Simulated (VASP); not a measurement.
A convergence study with VASP on Ni3Si (L1_2): one setting is varied, all else stays as given below, so the limit is that of these other settings. Each run relaxes cell and ions from the cell shown. The basis is that of the starting cell, so low cut-offs carry a Pulay error.

```xyz
4
Lattice="3.5100 0.0000 0.0000 0.0000 3.5100 0.0000 0.0000 0.0000 3.5100" Properties=species:S:1:pos:R:3 pbc="T T T"
Si     0.0000     0.0000     0.0000
Ni     0.0000     1.7550     1.7550
Ni     1.7550     0.0000     1.7550
Ni     1.7550     1.7550     0.0000
```

The numbers are results of PBE GGA, VASP's PBE PAW potentials (set 64) (plane waves; VASP), not measurements. The tightest run used: 700 eV cut-off, 8×8×8 Γ-centred mesh, first-order Methfessel-Paxton smearing of 0.10 eV, potentials Si Ni.

| setting | relaxed volume (Å³/atom) | E (eV/atom) | plane waves |
|---|---|---|---|
| ENCUT = 200 | 9.326 | -6.0042 | 290 |
| ENCUT = 250 | 10.423 | -5.9075 | 402 |
| ENCUT = 300 | 10.764 | -5.9250 | 536 |

Task: These are the cheaper rows. Estimate the results at ENCUT = 700, and how far the last row shown lies from them.

Result: 
| quantity | tightest run | last row shown is off by |
|---|---|---|
| relaxed volume (Å³/atom) | 10.775 | -0.011 |
| E (eV/atom) | -5.9195 | -0.0056 |

Left out are rungs that failed or repeat a setting and relaxations that didn't move; long series are thinned to 24 rows.

The compound is Ni3Si in the L1_2 structure. The run is not spin-polarised, so no magnetic state was tried.
